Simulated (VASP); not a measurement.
For cubic BAs (zinc blende), LDA (Ceperley-Alder, Perdew-Zunger), VASP's LDA PAW potentials (set 64) run with VASP gives ε∞ = 9.65, a static ε₀ = 9.78 and a transverse optical mode at 700 cm⁻¹.

Q: Estimate the longitudinal optical frequency at Γ.

A: By the Lyddane-Sachs-Teller relation, ω_LO = ω_TO √(ε₀/ε∞) = 700 × √(9.78/9.65) = 705 cm⁻¹.

The compound is BAs in the zinc blende structure. It was relaxed first.
